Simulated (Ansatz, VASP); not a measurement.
**Lu3SnC in two plane-wave programs**

Aim: how closely do two programs agree when they are given the same cell, functional and k mesh? The cell is taken from a series of runs on this material, whose earlier steps may have relaxed, scaled, displaced or heated it; both programs get it as it stands.

Method: plane waves, with VASP 6.6.1 beside it; zone-centre phonons at PBEsol, in Ansatz 0.2.0.

### Step 1. Set-up

Symmetry: Pm-3m, No. 221, cubic system. The conventional cell has a = 4.684 Å, b = 4.684 Å, c = 4.684 Å, α = 90.00°, β = 90.00°, γ = 90.00°. Lu has 2 C at 2.34 Å and 8 Lu at 3.31 Å and 4 Sn at 3.31 Å nearest. Sn has 12 Lu at 3.31 Å nearest. C has 6 Lu at 2.34 Å nearest. Farther neighbours are not listed.

Structure file:

```xyz
5
Lattice="4.6838 0.0000 0.0000 0.0000 4.6838 0.0000 0.0000 0.0000 4.6838" Properties=species:S:1:pos:R:3 pbc="T T T"
Lu    2.3419    0.0000    2.3419
Lu    2.3419    2.3419    0.0000
Lu    0.0000    2.3419    2.3419
Sn    0.0000    0.0000    0.0000
C     2.3419    2.3419    2.3419
```

### Step 2. VASP: zone-centre phonons, PBEsol

Second derivatives magnify differences that forces hide, and they need a tight electronic threshold.

Lines of VASP's logs that name or quote its potential files are left out, and so is its time.

INCAR reads:

```
SYSTEM = Lu3SnC
PREC = Accurate
ENCUT = 600
EDIFF = 1E-08
NELM = 120
ISMEAR = 1
SIGMA = 0.2
LREAL = .FALSE.
ALGO = Normal
GGA = PS
NBANDS = 28
LORBIT = 11
LWAVE = .FALSE.
LCHARG = .FALSE.
ISIF = 2
IBRION = 8
LASPH = .TRUE.
GGA_COMPAT = .FALSE.
KPAR = 2
```

POSCAR reads:

```
Lu3SnC
1.0
    4.6838116069      0.0000000000      0.0000000000
    0.0000000000      4.6838116069      0.0000000000
    0.0000000000      0.0000000000      4.6838116069
Lu Sn C
3 1 1
Direct
    0.5000000000      0.0000000000      0.5000000000
    0.5000000000      0.5000000000      0.0000000000
    0.0000000000      0.5000000000      0.5000000000
    0.0000000000      0.0000000000      0.0000000000
    0.5000000000      0.5000000000      0.5000000000
```

KPOINTS reads:

```
Automatic mesh
0
Gamma
8 8 8
0 0 0
```

PAW data sets: Lu_3, Sn_d and C (PBE family, release 64).

Command:

```console
mpirun -np 2 vasp_std
```

Numbers of over 12 decimals in the logs are rounded to 6 here.

Output:

```text
[banner, memory and clock lines left out]
running    2 mpi-ranks, on    1 nodes
 distrk:  each k-point on    1 cores,    2 groups
 distr:  one band on    1 cores,    1 groups

 POSCAR found type information on POSCAR LuSnC
 POSCAR found :  3 types and       5 ions
|                                                                             |
|               ----> ADVICE to this user running VASP <----                  |
|                                                                             |
|     You enforced a specific xc type in the INCAR file but a different       |
|     [... a line on the potential file left out ...]
|     I HOPE YOU KNOW WHAT YOU ARE DOING!                                     |
|                                                                             |

 LDA part: xc-table for (Slater+PW92), standard interpolation
 POSCAR, INCAR and KPOINTS ok, starting setup
 FFT: planning ... GRIDC
 FFT: planning ... GRID_SOFT
 FFT: planning ... GRID
 WAVECAR not read
 entering main loop
       N       E                     dE             d eps       ncg     rms          rms(c)
DAV:   1     0.369089026996E+03    0.36909E+03   -0.21146E+04  3324   0.209E+03
DAV:   2     0.101512055167E+02   -0.35894E+03   -0.35313E+03  3828   0.111E+03
DAV:   3    -0.315634683159E+02   -0.41715E+02   -0.39226E+02  3800   0.268E+02
DAV:   4    -0.360921387261E+02   -0.45287E+01   -0.42907E+01  3528   0.548E+01
DAV:   5    -0.364644744992E+02   -0.37234E+00   -0.35802E+00  3888   0.158E+01    0.445E+01
DAV:   6    -0.321483730807E+02    0.43161E+01   -0.25668E+01  3072   0.255E+01    0.314E+01
DAV:   7    -0.321831147240E+02   -0.34742E-01   -0.21143E+00  3496   0.911E+00    0.159E+01
DAV:   8    -0.321847050026E+02   -0.15903E-02   -0.24091E-01  3384   0.443E+00    0.174E+00
DAV:   9    -0.321757329117E+02    0.89721E-02   -0.77025E-02  3392   0.169E+00    0.460E-01
DAV:  10    -0.321754518791E+02    0.28103E-03   -0.13327E-02  3312   0.958E-01    0.874E-02
DAV:  11    -0.321751472460E+02    0.30463E-03   -0.17959E-03  3384   0.357E-01    0.356E-02
DAV:  12    -0.321751967411E+02   -0.49495E-04   -0.64572E-04  3464   0.147E-01    0.500E-02
DAV:  13    -0.321751572588E+02    0.39482E-04   -0.22021E-04  3288   0.932E-02    0.155E-02
DAV:  14    -0.321751591122E+02   -0.18534E-05   -0.21903E-05  3352   0.363E-02    0.467E-03
DAV:  15    -0.321751591717E+02   -0.59445E-07   -0.11560E-06  3544   0.137E-02    0.174E-03
DAV:  16    -0.321751591172E+02    0.54457E-07   -0.55806E-08  2472   0.261E-03    0.952E-04
DAV:  17    -0.321751591008E+02    0.16425E-07   -0.90065E-08  2712   0.230E-03    0.243E-04
DAV:  18    -0.321751591001E+02    0.68212E-09   -0.51264E-09  1544   0.163E-03
   1 F= -.32175159E+02 E0= -.32174540E+02  d E =-.185707E-02
 Linear response reoptimize wavefunctions to high precision
DAV:   1    -0.321751591001E+02   -0.72760E-11   -0.50679E-09  1736   0.144E-03
DAV:   2    -0.321751591004E+02   -0.25284E-09   -0.16163E-09  1512   0.111E-03
DAV:   3    -0.321751591004E+02   -0.72760E-10   -0.12476E-09  1448   0.110E-03
 Linear response DOF=           4
 Linear response progress:
  Degree of freedom:   1/  4
       N       E                     dE             d eps       ncg     rms          rms(c)
RMM:   1    -0.271664015696E+00   -0.27166E+00   -0.29992E+02  7090   0.660E+02
RMM:   2    -0.103449237225E+00    0.16821E+00   -0.27465E-01 19226   0.257E+00    0.142E-01
RMM:   3    -0.103959232879E+00   -0.51000E-03   -0.13137E-02 17433   0.764E-01    0.541E-02
RMM:   4    -0.103940379506E+00    0.18853E-04   -0.25951E-03 17400   0.335E-01    0.155E-02
RMM:   5    -0.103989213199E+00   -0.48834E-04   -0.48423E-04 18365   0.962E-02    0.905E-03
RMM:   6    -0.104009962484E+00   -0.20749E-04   -0.11485E-04 17421   0.350E-02    0.371E-03
RMM:   7    -0.104016437487E+00   -0.64750E-05   -0.29504E-05 18789   0.136E-02    0.169E-03
RMM:   8    -0.104011807266E+00    0.46302E-05   -0.10030E-05 16682   0.101E-02    0.382E-04
RMM:   9    -0.104011461193E+00    0.34607E-06   -0.44962E-06 18543   0.478E-03    0.236E-04
RMM:  10    -0.104010890349E+00    0.57084E-06   -0.18321E-06 16873   0.421E-03    0.103E-04
RMM:  11    -0.104010453720E+00    0.43663E-06   -0.11731E-06 17974   0.335E-03    0.462E-05
RMM:  12    -0.104010658101E+00   -0.20438E-06   -0.45235E-07 16860   0.324E-03    0.256E-05
RMM:  13    -0.104010985421E+00   -0.32732E-06   -0.53129E-07 18056   0.307E-03    0.265E-05
RMM:  14    -0.104010932279E+00    0.53141E-07   -0.42159E-07 17821   0.304E-03    0.191E-05
RMM:  15    -0.104010955964E+00   -0.23685E-07   -0.44059E-07 17834   0.296E-03    0.192E-05
RMM:  16    -0.104010929067E+00    0.26898E-07   -0.24003E-07 17790   0.294E-03    0.250E-05
RMM:  17    -0.104010936971E+00   -0.79039E-08   -0.37899E-07 17863   0.290E-03    0.270E-05
RMM:  18    -0.104010957184E+00   -0.20214E-07   -0.40688E-07 17985   0.290E-03    0.255E-05
RMM:  19    -0.104010973952E+00   -0.16767E-07   -0.46013E-07 18195   0.288E-03    0.230E-05
 first order change of Fermi-energy   0.11197E-03
 force on displaced ion       1 direction 1 :  -6.356   0.000   0.000
 Linear response progress:
  Degree of freedom:   2/  4
       N       E                     dE             d eps       ncg     rms          rms(c)
RMM:   1    -0.326945989956E+00   -0.32695E+00   -0.36099E+02  4264   0.733E+02
RMM:   2    -0.102311220065E+00    0.22463E+00   -0.32113E-01 11372   0.263E+00    0.482E-01
RMM:   3    -0.101993272264E+00    0.31795E-03   -0.12843E-02 10075   0.566E-01    0.275E-01
RMM:   4    -0.101914655240E+00    0.78617E-04   -0.23393E-03  9908   0.310E-01    0.170E-02
RMM:   5    -0.101887572673E+00    0.27083E-04   -0.37981E-04 10688   0.950E-02    0.662E-03
RMM:   6    -0.101870143875E+00    0.17429E-04   -0.47312E-05 10092   0.433E-02    0.372E-03
RMM:   7    -0.101862659903E+00    0.74840E-05   -0.11380E-05 11239   0.140E-02    0.168E-03
RMM:   8    -0.101860046237E+00    0.26137E-05   -0.11826E-06 10575   0.719E-03    0.534E-04
RMM:   9    -0.101859943846E+00    0.10239E-06    0.50845E-07 10717   0.378E-03    0.233E-04
RMM:  10    -0.101860522409E+00   -0.57856E-06    0.27644E-07 10389   0.300E-03    0.128E-04
RMM:  11    -0.101860606431E+00   -0.84022E-07    0.37802E-07 10278   0.265E-03    0.631E-05
RMM:  12    -0.101860664293E+00   -0.57862E-07    0.22021E-07 10637   0.244E-03    0.366E-05
RMM:  13    -0.101860692876E+00   -0.28584E-07    0.83127E-08 10371   0.240E-03    0.844E-06
RMM:  14    -0.101860686799E+00    0.60772E-08    0.19235E-07 10545   0.237E-03    0.105E-05
RMM:  15    -0.101860710858E+00   -0.24059E-07    0.17599E-08 10411   0.236E-03    0.951E-06
RMM:  16    -0.101860708845E+00    0.20130E-08    0.41362E-09 10505   0.234E-03    0.106E-05
 first order change of Fermi-energy   0.67320E-05
 force on displaced ion       1 direction 2 :   0.000 -13.632  -0.000
 Linear response progress:
  Degree of freedom:   3/  4
       N       E                     dE             d eps       ncg     rms          rms(c)
RMM:   1    -0.218970306546E+00   -0.21897E+00    0.62681E-01  5214   0.153E+01
RMM:   2    -0.224832097978E+00   -0.58618E-02   -0.12028E-01 11038   0.223E+00    0.110E-01
RMM:   3    -0.223893490034E+00    0.93861E-03   -0.78761E-03  9692   0.547E-01    0.641E-02
RMM:   4    -0.224231018663E+00   -0.33753E-03   -0.11624E-03  9679   0.205E-01    0.389E-02
RMM:   5    -0.224397405023E+00   -0.16639E-03   -0.15524E-04  9446   0.922E-02    0.760E-03
RMM:   6    -0.224380940938E+00    0.16464E-04   -0.32503E-05  9708   0.485E-02    0.494E-03
RMM:   7    -0.224386170101E+00   -0.52292E-05   -0.10424E-05 10533   0.193E-02    0.191E-03
RMM:   8    -0.224369595446E+00    0.16575E-04   -0.36609E-06  9568   0.934E-03    0.721E-04
RMM:   9    -0.224361459297E+00    0.81361E-05   -0.16084E-06  9547   0.569E-03    0.321E-04
RMM:  10    -0.224361856646E+00   -0.39735E-06   -0.98251E-07  9298   0.421E-03    0.120E-04
RMM:  11    -0.224360994350E+00    0.86230E-06   -0.42915E-07 11038   0.270E-03    0.116E-04
RMM:  12    -0.224359437325E+00    0.15570E-05   -0.35049E-07  9513   0.238E-03    0.559E-05
RMM:  13    -0.224360234307E+00   -0.79698E-06   -0.14262E-07 10479   0.205E-03    0.710E-05
RMM:  14    -0.224360044021E+00    0.19029E-06   -0.15213E-07 10330   0.194E-03    0.580E-05
RMM:  15    -0.224360183006E+00   -0.13899E-06    0.96269E-09 10336   0.187E-03    0.865E-05
RMM:  16    -0.224359919259E+00    0.26375E-06   -0.11384E-07 10095   0.183E-03    0.654E-05
RMM:  17    -0.224359924056E+00   -0.47968E-08   -0.13672E-08 10430   0.181E-03    0.741E-05
 first order change of Fermi-energy  -0.94317E-04
 force on displaced ion       4 direction 1 :  -4.468  -0.000   0.000
 Linear response progress:
  Degree of freedom:   4/  4
       N       E                     dE             d eps       ncg     rms          rms(c)
RMM:   1    -0.140716407006E+00   -0.14072E+00   -0.11723E-01  6455   0.154E+01
RMM:   2    -0.122624978395E+00    0.18091E-01   -0.20607E-02  9665   0.106E+00    0.398E-01
RMM:   3    -0.123293253539E+00   -0.66828E-03   -0.28019E-03  9520   0.481E-01    0.231E-01
RMM:   4    -0.124248770911E+00   -0.95552E-03   -0.11119E-03  9306   0.264E-01    0.237E-02
RMM:   5    -0.124111423028E+00    0.13735E-03   -0.12849E-04  9657   0.159E-01    0.295E-02
RMM:   6    -0.124136753817E+00   -0.25331E-04   -0.25267E-05 10863   0.329E-02    0.165E-02
RMM:   7    -0.124150751909E+00   -0.13998E-04   -0.22685E-06  9833   0.185E-02    0.308E-03
RMM:   8    -0.124139883738E+00    0.10868E-04   -0.10240E-06  9729   0.112E-02    0.452E-04
RMM:   9    -0.124143294022E+00   -0.34103E-05   -0.58023E-07 10668   0.413E-03    0.209E-04
RMM:  10    -0.124141652493E+00    0.16415E-05   -0.68793E-07 10722   0.232E-03    0.770E-05
RMM:  11    -0.124141932343E+00   -0.27985E-06   -0.67715E-07 10801   0.172E-03    0.508E-05
RMM:  12    -0.124141861076E+00    0.71266E-07   -0.34699E-07 10702   0.165E-03    0.145E-05
RMM:  13    -0.124141928597E+00   -0.67521E-07   -0.77520E-07 10924   0.154E-03    0.124E-05
RMM:  14    -0.124141898558E+00    0.30039E-07   -0.10032E-06 10675   0.152E-03    0.780E-06
[...]
RMM:  23    -0.124141914001E+00    0.50625E-08   -0.98420E-07 10133   0.132E-03    0.353E-06
RMM:  24    -0.124141912787E+00    0.12144E-08   -0.13429E-06 10378   0.131E-03    0.245E-06
RMM:  25    -0.124141912489E+00    0.29829E-09   -0.97494E-07 10264   0.132E-03    0.310E-06
RMM:  26    -0.124141910015E+00    0.24731E-08   -0.13851E-06 10379   0.130E-03    0.232E-06
RMM:  27    -0.124141910313E+00   -0.29791E-09   -0.10122E-06 10294   0.132E-03    0.285E-06
RMM:  28    -0.124141909658E+00    0.65521E-09   -0.13653E-06 10290   0.130E-03    0.238E-06
RMM:  29    -0.124141909784E+00   -0.12601E-09   -0.10510E-06 10269   0.131E-03    0.280E-06
RMM:  30    -0.124141909493E+00    0.29074E-09   -0.13971E-06 10332   0.130E-03    0.242E-06
 first order change of Fermi-energy  -0.44513E-04
 force on displaced ion       5 direction 1 :  -9.291  -0.000   0.000
 Linear response finished
```

(Continued in part 2 of 3.)

[Lines on the potential files, build, host, timing and source positions are cut from VASP's logs without a mark.]

[Logs are printed without paths, hosts, clocks, repeated set-up lines and the standing remarks that a program may print on its own settings, such as how far it seeks lower states.]

[Hosts, paths, dates, database ids (printed as entryN), source tags and the programs' standing remarks are cut or masked in the printed files.]
